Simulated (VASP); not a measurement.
## Cu: single point with PBE

Cu:

```
Cu
1.0
     0.00000    1.79896    1.79896
     1.79896    0.00000    1.79896
     1.79896    1.79896    0.00000
Cu
1
Direct
  0.00000 0.00000 0.00000
```

The cell isn't the ideal one: a relaxed cell with its volume scaled by 0.97.

| Property | Result |
| --- | --- |
| Program | VASP 6.6.1 |
| Task | single point |
| Functional | PBE |
| Potentials or basis | VASP PAW PBE potentials, release 64 (Cu) |
| Cutoff | 520 eV |
| k mesh | 20 × 20 × 20 |
| Occupations | gaussian, width 0.1 eV |
| Spin | no spin polarisation |
| Further INCAR settings | ALGO = Normal; EDIFF = 1e-07; NBANDS = 12 |

```json
{
 "Pressure": "4.5 GPa",
 "Band gap on the k mesh": "none (metal or under the smearing width)"
}
```

Levels at points of the mesh, in eV from the Fermi level:
| k point | band 3 | band 4 | band 5 | band 6 | band 7 | band 8 | band 9 | band 10 |
| --- | --- | --- | --- | --- | --- | --- | --- | --- |
| (0.00, 0.00, 0.00) | -3.04 | -3.04 | -2.20 | -2.20 | 22.73 | 25.49 | 25.49 | 25.49 |
| (0.50, 0.00, 0.00) | -3.08 | -1.62 | -1.62 | -1.02 | 3.86 | 21.22 | 22.32 | 22.32 |
| (0.50, 0.50, 0.00) | -1.64 | -1.48 | -1.48 | 1.51 | 7.24 | 13.22 | 13.22 | 17.75 |

Run time: 15 s on 1 thread of Intel(R) Xeon(R) 6975P-C (Granite Rapids), with other jobs on the host, peak memory 0.14 GiB.
